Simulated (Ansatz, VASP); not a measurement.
## Cross-check of Hg16Se11S5 (HgSe0.7S0.3, zinc blende) between VASP and Ansatz

Aim: how closely do two programs agree when they are given the same cell, functional and k mesh? The cell is invented: As first built, before any earlier steps moved the atoms (in the runner's words): 1x2x2 conventional cells of the HgSe type (32 atoms: 5 S, 11 Se, 16 Hg); Se/S share their sites, the best of 600 random draws by like-pair counts in two shells; start lattice by linear mixing of the end members' cells; atoms moved at random by 0.02 A. It may not be a known or stable phase. The structure shown is the start of the Ansatz relaxation below; VASP solves that cell, so the two are compared at the walk's first step.

Program: Ansatz 0.2.0. Level of theory: plane waves, with VASP 6.6.1 beside it; single point at PBEsol. Results are calculated unless marked as measured.

### Step 1. Starting point

The cell holds 32 atoms: 5 S, 11 Se and 16 Hg. Cell: a = 6.010 Å, b = 12.020 Å, c = 12.020 Å, α = 90.0°, β = 90.0°, γ = 90.0°. It derives from HgSe (HgSe type, space group 216), repeated 1×2×2. As first built, before any earlier steps moved the atoms (in the runner's words): 1x2x2 conventional cells of the HgSe type (32 atoms: 5 S, 11 Se, 16 Hg); Se/S share their sites, the best of 600 random draws by like-pair counts in two shells; start lattice by linear mixing of the end members' cells; atoms moved at random by 0.02 A.

### Step 2. Ansatz: relaxation, PBEsol

Ansatz runs on its default PAW (the set named soft_2) files.

The two programs are compared at the cell with which this relaxation starts, whose forces are those of its first step.

Input file input.yaml:

```yaml
crystal:
  lattice:
    - [6.01011, 0.0, 0.0]
    - [0.0, 12.02022, 0.0]
    - [0.0, 0.0, 12.02022]
  atoms:
    - { symbol: S, position: [0.24113, 0.12601, 0.37458] }
    - { symbol: S, position: [0.245, 0.37616, 0.62492] }
    - { symbol: S, position: [0.75982, 0.3713, 0.87366] }
    - { symbol: S, position: [0.75017, 0.62436, 0.12608] }
    - { symbol: S, position: [0.25296, 0.6258, 0.87511] }
    - { symbol: Se, position: [0.24769, 0.37531, 0.12649] }
    - { symbol: Se, position: [0.75041, 0.12151, 0.12781] }
    - { symbol: Se, position: [0.74836, 0.37647, 0.37418] }
    - { symbol: Se, position: [0.25361, 0.12446, 0.87749] }
    - { symbol: Se, position: [0.75437, 0.12393, 0.62015] }
    - { symbol: Se, position: [0.25117, 0.62336, 0.37664] }
    - { symbol: Se, position: [0.25127, 0.87439, 0.12343] }
    - { symbol: Se, position: [0.74719, 0.87745, 0.37661] }
    - { symbol: Se, position: [0.2493, 0.87555, 0.62654] }
    - { symbol: Se, position: [0.7494, 0.622, 0.62777] }
    - { symbol: Se, position: [0.74894, 0.87399, 0.87506] }
    - { symbol: Hg, position: [0.99684, 0.99821, 0.00038] }
    - { symbol: Hg, position: [0.99766, 0.25073, 0.25069] }
    - { symbol: Hg, position: [0.50662, 0.99957, 0.25017] }
    - { symbol: Hg, position: [0.49824, 0.25201, 0.00084] }
    - { symbol: Hg, position: [0.00133, 0.00318, 0.50051] }
    - { symbol: Hg, position: [0.00096, 0.24785, 0.74712] }
    - { symbol: Hg, position: [0.49835, 0.0002, 0.74821] }
    - { symbol: Hg, position: [0.49688, 0.25129, 0.49909] }
    - { symbol: Hg, position: [0.99812, 0.49947, 0.99821] }
    - { symbol: Hg, position: [0.00294, 0.75242, 0.25177] }
    - { symbol: Hg, position: [0.5052, 0.49675, 0.25155] }
    - { symbol: Hg, position: [0.49964, 0.75234, 0.99897] }
    - { symbol: Hg, position: [0.00281, 0.50302, 0.50108] }
    - { symbol: Hg, position: [0.00057, 0.74981, 0.75096] }
    - { symbol: Hg, position: [0.49954, 0.49815, 0.75113] }
    - { symbol: Hg, position: [0.50574, 0.75076, 0.5019] }
kpoints:
  mp_grid: { grid: [4, 2, 2], shift: [0.5, 0.5, 0.5] }
hamiltonian:
  xc: pbesol
scf:
  occupations: { method: methfessel_paxton, width: 0.15 }
output:
  forces: true
  stress: true
relax:
  f_tol: 0.02
  max_steps: 45
  cell: { stress_tol: 0.1 }
```

On the command line:

```bash
$ ansatz run input.yaml --threads 8 --pin off --max-ram 15360MiB --backend cpu --events-out ev --progress --plain --runs-dir out
```

Numbers of over 12 decimals in the logs are rounded to 6 here.

The log of the run:

```text
The last accepted step is kept in <dir> (removed where the run ends without a failure and the disk answers)
Engine: ansatz 0.2.0, aarch64-unknown-linux-gnu
Pseudopotentials: kind: paw
Pseudopotential: S, paw, valence charge 6, recommended cutoff 420 eV (normal), S.paw.azcp
Pseudopotential: Se, paw, valence charge 16, recommended cutoff 420 eV (normal), Se.paw.azcp
Pseudopotential: Hg, paw, valence charge 20, recommended cutoff 420 eV (normal), Hg.paw.azcp
Functional definition: PBEsol
  exchange = pbesol_x
  correlation = pbesol_c
Crystal: 32 atoms, lattice volume = 868.375 Å³
Basis set: ecut = 420 eV, 16869 PW (Γ), exchange–correlation on 90×162×162 points (8 copies of the dense FFT grid, shifted against one another)
Bands: 316, of which v1, the nominal top of the filled ones, is band 263 counted from 1 (262 counted from 0)
Symmetry: 1 space group operations
Space group: P1 (ITA 1), of the structure as read, at distance tolerance 9.5e-5 Å
k-points: 8 of 16 (time reversal used)
Non-local potential: S, projectors of the file, l = 0: 2, l = 1: 2, l = 2: 2
Non-local potential: Se, projectors of the file, l = 0: 2, l = 1: 2, l = 2: 3, l = 3: 1
Non-local potential: Hg, projectors of the file, l = 0: 3, l = 1: 2, l = 2: 2, l = 3: 1
PAW form: soft (Blöchl's): semilocal exchange-correlation on the pseudo side does not see the compensation charge
PAW frozen core: S, regenerated for the run's functional, and the local potential with it (the file was generated under x = pbe(κ = 0.804, μ = 0.219515), c = pbe(β = 0.066725))
PAW frozen core: Se, regenerated for the run's functional, and the local potential with it (the file was generated under x = pbe(κ = 0.804, μ = 0.219515), c = pbe(β = 0.066725))
PAW frozen core: Hg, regenerated for the run's functional, and the local potential with it (the file was generated under x = pbe(κ = 0.804, μ = 0.219515), c = pbe(β = 0.066725))
PAW one-centre angular grid: S, 110 points (default); XC on 64 Gauss nodes
PAW one-centre angular grid: Se, 590 points (default); XC on 64 Gauss nodes
PAW one-centre angular grid: Hg, 590 points (default); XC on 64 Gauss nodes
Initial density: superposition of atomic densities (neutral atoms: chi_scale 0, normalization atom), corrected by the library's trained network
Initial wavefunctions: pseudopotential atomic-orbital guess
Functional: x = pbesol(κ = 0.804, μ = 0.123457), c = pbesol(β = 0.046)
SCF iter   1: F=—  HF=-282784.674881 eV  |F-HF|=—  |Δ(HF+E_count)|=         —  Δρ=3.77e-3  dr2=2.01e-1  ethr=1.77e-3  ⟨swp⟩=5.0  Hψ=8276  notcnv=0  defer=97
preconditioner: auto → Resta (q_TF=auto, 2.510 Å⁻¹)  ε∞=5.0  [insulator: Δε(μ)=0.744 eV  Ē_g=10.737 eV  σ=0.150 eV  W_gap=1.00  n_scr=232 (ndim 8)  ℏωp=21.4 eV  f_vac=0.175  D(μ)=-0.09/eV (n_scr^D=0)  ε∞_Penn≈5.0]
SCF iter   2: F=—  HF=-282784.636220 eV  |F-HF|=—  |Δ(HF+E_count)|=   3.87e-2  S|Δr|=    0.00e0  Δρ=1.76e-3  dr2=4.35e-2  ethr=3.81e-5  ⟨swp⟩=3.0  Hψ=4298  notcnv=0  defer=95
SCF iter   3: F=—  HF=-282784.628258 eV  |F-HF|=—  |Δ(HF+E_count)|=   7.96e-3  S|Δr|=    0.00e0  Δρ=5.10e-4  dr2=3.97e-3  ethr=8.26e-6  ⟨swp⟩=2.0  Hψ=3266  notcnv=0  defer=95
SCF iter   4: F=—  HF=-282784.629380 eV  |F-HF|=—  |Δ(HF+E_count)|=   1.12e-3  S|Δr|=    0.00e0  Δρ=2.33e-4  dr2=7.69e-4  ethr=7.54e-7  ⟨swp⟩=2.0  Hψ=3567  notcnv=0  defer=95
SCF iter   5: F=—  HF=-282784.630013 eV  |F-HF|=—  |Δ(HF+E_count)|=   6.33e-4  S|Δr|=    0.00e0  Δρ=9.30e-5  dr2=1.42e-4  ethr=1.46e-7  ⟨swp⟩=2.0  Hψ=3760  notcnv=0  defer=95
SCF iter   6: F=—  HF=-282784.630174 eV  |F-HF|=—  |Δ(HF+E_count)|=   1.61e-4  S|Δr|=    0.00e0  Δρ=3.03e-5  dr2=7.86e-6  ethr=2.71e-8  ⟨swp⟩=2.0  Hψ=3764  notcnv=0  defer=95
SCF iter   7: F=—  HF=-282784.630920 eV  |F-HF|=—  |Δ(HF+E_count)|=   7.47e-4  S|Δr|=    0.00e0  Δρ=1.01e-5  dr2=1.12e-6  ethr=1.49e-9  ⟨swp⟩=2.0  Hψ=3756  notcnv=0  defer=95
SCF iter   8: F=-282784.630922 eV  HF=-282784.630921 eV  |F-HF|=1.07e-7  |Δ(HF+E_count)|=   1.02e-6  S|Δr|=    0.00e0  Δρ=2.19e-6  dr2=4.54e-8  ethr=1.90e-11  ⟨swp⟩=2.1  Hψ=8421  notcnv=0
WARN: on these k-points the computed levels leave a gap of 0.7620 eV at the electron count, 5.1 widths of the methfessel_paxton smearing (0.1500 eV); against the step filling of these same bands (every level under the gap full, every level over it empty) smearing changes F+E_penalty+E_count by +0.063 meV and its σ→0 estimate by -0.161 meV; at least one of the two is larger in size than the energy tolerance (0.100 meV [...]
[...]
preconditioner: auto → Resta (q_TF=auto, 2.501 Å⁻¹)  ε∞=5.0  [insulator: Δε(μ)=0.727 eV  Ē_g=10.642 eV  σ=0.150 eV  W_gap=1.00  n_scr=232 (ndim 8)  ℏωp=21.2 eV  f_vac=0.172  D(μ)=-0.10/eV (n_scr^D=0)  ε∞_Penn≈5.0]
SCF iter   2: F=—  HF=-282785.189762 eV  |F-HF|=—  |Δ(HF+E_count)|=   2.53e-2  S|Δr|=    0.00e0  Δρ=2.17e-4  dr2=9.40e-6  ethr=9.81e-9  ⟨swp⟩=3.0  Hψ=3801  notcnv=0
SCF iter   3: F=—  HF=-282785.199017 eV  |F-HF|=—  |Δ(HF+E_count)|=   9.25e-3  S|Δr|=    0.00e0  Δρ=4.12e-5  dr2=8.42e-7  ethr=1.79e-9  ⟨swp⟩=3.0  Hψ=3806  notcnv=0
SCF iter   4: F=—  HF=-282785.199280 eV  |F-HF|=—  |Δ(HF+E_count)|=   2.63e-4  S|Δr|=    0.00e0  Δρ=6.34e-6  dr2=2.00e-7  ethr=1.60e-10  ⟨swp⟩=2.0  Hψ=4124  notcnv=0
[...]
SCF converged after 7 iterations
Stability not checked: this state was not tested for a lower state beside it, because cold or Methfessel-Paxton smearing, or corrected tetrahedra, fill the levels in a way that the test cannot read (fill_not_monotonic; see scf.lower_state_search)
Free energy (F): -282785.199285 eV
Harris-Foulkes:  -282785.199285 eV  (|F-HF|=1.05e-9)
Internal energy: -282785.200688 eV  (E = F + TS)
E sigma→0 (E₀):  -282785.199636 eV
Entropy (-TS):   0.001403 eV (0.044 meV/atom)
Fermi energy:    8.494652 eV
Step filling:    the computed levels leave a gap of 0.7261 eV = 4.8 smearing widths at the electron count; against every level under it full and every level over it empty, smearing changes F+E_penalty+E_count by +0.108 meV and its σ→0 estimate by -0.243 meV
--- Per-component energies (eV) ---
  E_band       = -12256.059923
  E_kinetic    = 11476.504232
  E_local      = -82644.321629  (includes V_loc(G=0)·N_el)
  E_nonlocal   = -5143.130224
  E_hartree    = 37226.482064
  E_xc         = -5104.659536
  E_vxc        = -5682.532621  (∫ρ·V_xc dr)
  E_paw        = -180275.512667  (= ΣΔE_a)
  E_vpaw       = -4715.557657  (= ΣTr[D̂ρ^β])
  E_aug_tail   = 0.007852  (compensation charges beyond the density's cutoff)
  E_ewald      = -58337.231902
  E_core_change = 16.661122  (= ΣΔE_core)
  E_smearing   = 0.001403  (= −TS)
  E_closure    = -0.000000  (closes the sum)
  Σ components = -282785.199285   (vs F -282785.199285, Δ=0.00e0)
--- Forces (eV/Å), atoms counted from 1 ---
  atom   1  S      0.00770855     0.00642660    -0.00814992
  atom   2  S      0.01753065     0.00206597     0.00559507
  atom   3  S     -0.00639848    -0.00858222     0.00069021
  atom   4  S      0.00765449    -0.00331465    -0.00357506
  atom   5  S     -0.00586711     0.00353496    -0.00140661
  atom   6  Se    -0.00929997     0.00266133     0.00362791
  atom   7  Se    -0.00918188     0.00655132    -0.00483848
  atom   8  Se    -0.00274895     0.00473615    -0.00157875
  atom   9  Se    -0.00105398    -0.00442755    -0.00261166
  atom  10  Se     0.00582809    -0.00179609     0.00535549
  atom  11  Se    -0.00107314    -0.00174992     0.00703120
  atom  12  Se     0.00987945     0.00285868    -0.00114312
  atom  13  Se     0.00836914    -0.00762062     0.00375362
  atom  14  Se    -0.01446789    -0.00538750     0.00212513
  atom  15  Se    -0.00327622    -0.00516976    -0.00473855
  atom  16  Se    -0.00183005     0.00726764     0.00212938
  atom  17  Hg     0.00034929    -0.00103380    -0.00698091
  atom  18  Hg     0.00371505     0.00121475     0.00112709
  atom  19  Hg    -0.00849730     0.00239861    -0.00175836
  atom  20  Hg     0.01232439    -0.00323713    -0.00266783
  atom  21  Hg    -0.00429828    -0.00431560     0.00455371
  atom  22  Hg    -0.00431094     0.00003673     0.00231660
  atom  23  Hg     0.00308077     0.00350560     0.00679242
  atom  24  Hg    -0.00548899     0.00455448     0.00180350
  atom  25  Hg     0.00102579     0.00251832     0.00337142
  atom  26  Hg    -0.00407518    -0.00228855     0.00277101
  atom  27  Hg    -0.00010858    -0.00204084     0.00295970
  atom  28  Hg    -0.00206207     0.00037697     0.00081740
  atom  29  Hg    -0.00273665     0.00732818    -0.00564462
  atom  30  Hg     0.01088717     0.00232933    -0.00113948
  atom  31  Hg    -0.00259759    -0.00474378    -0.00620858
  atom  32  Hg     0.00102083    -0.00465711    -0.00437893
  max |Σ_I F_I| component: 4.86e-7 eV/Å
--- Stress (GPa, compression-positive) ---
        0.003193       0.001454       0.002535
        0.001454       0.003247       0.003068
        0.002535       0.003068       0.004394
  P = ⅓ Tr σ = 0.0036 GPa (0.036 kbar)
--- Relaxed structure (5 steps of the walk, 5 accepted, 1 SCFs on fresh bases) ---
  F+E_penalty+E_count = -282785.19928504 eV   max|allowed force component| = 1.753e-2 eV/Å   (the final SCF, on the basis selected at the relaxed cell)
  cell:  # Å, volume = 886.2949 Å³
    - [6.052505, -0.000256649, -0.000282783]
    - [-0.000513298, 12.102280, -0.00274485]
    - [-0.000565566, -0.00274485, 12.099737]
  atoms:
    - { symbol: S, position: [0.250238, 0.127137, 0.377035] }
    - { symbol: S, position: [0.249768, 0.374908, 0.628622] }
    - { symbol: S, position: [0.750349, 0.379776, 0.873588] }
    - { symbol: S, position: [0.749578, 0.622990, 0.120369] }
    - { symbol: S, position: [0.250470, 0.619715, 0.876789] }
    - { symbol: Se, position: [0.250367, 0.377578, 0.123064] }
    - { symbol: Se, position: [0.749440, 0.126859, 0.126014] }
    - { symbol: Se, position: [0.749583, 0.373752, 0.376711] }
    - { symbol: Se, position: [0.250636, 0.129218, 0.874051] }
    - { symbol: Se, position: [0.750824, 0.129379, 0.623872] }
    - { symbol: Se, position: [0.249480, 0.623523, 0.373640] }
    - { symbol: Se, position: [0.252002, 0.872067, 0.125604] }
    - { symbol: Se, position: [0.751085, 0.875966, 0.373538] }
    - { symbol: Se, position: [0.249309, 0.874402, 0.625979] }
    - { symbol: Se, position: [0.750606, 0.620678, 0.628826] }
    - { symbol: Se, position: [0.750686, 0.870887, 0.876742] }
    - { symbol: Hg, position: [1.002688, 1.000365, 0.0005182] }
    - { symbol: Hg, position: [1.010407, 0.248022, 0.253069] }
    - { symbol: Hg, position: [0.489970, 1.004941, 0.254127] }
    - { symbol: Hg, position: [0.511905, 0.256581, -0.00440521] }
    - { symbol: Hg, position: [0.00698473, 0.00381881, 0.497188] }
    - { symbol: Hg, position: [-0.00471536, 0.258993, 0.751562] }
    - { symbol: Hg, position: [0.505319, 0.000290635, 0.750361] }
    - { symbol: Hg, position: [0.481826, 0.252394, 0.501785] }
    - { symbol: Hg, position: [0.991937, 0.501863, 0.996727] }
    - { symbol: Hg, position: [-0.012233, 0.744086, 0.244418] }
    - { symbol: Hg, position: [0.512793, 0.503343, 0.246191] }
    - { symbol: Hg, position: [0.495766, 0.740914, 0.998872] }
    - { symbol: Hg, position: [0.010180, 0.495003, 0.504451] }
    - { symbol: Hg, position: [0.010911, 0.743594, 0.755271] }
    - { symbol: Hg, position: [0.489762, 0.496114, 0.753505] }
    - { symbol: Hg, position: [0.504308, 0.748651, 0.501016] }
```

The column dr2 measures how far the density is from self-consistency, as an energy; F and HF (Harris–Foulkes) agree once it is small.

(Continued in part 2 of 2.)

[Lines on the potential files, build, host, timing and source positions are cut from VASP's logs without a mark.]

[Logs are printed without paths, hosts, clocks, repeated set-up lines and the standing remarks that a program may print on its own settings, such as how far it seeks lower states.]

[Hosts, paths, dates, database ids (printed as entryN), source tags and the programs' standing remarks are cut or masked in the printed files.]
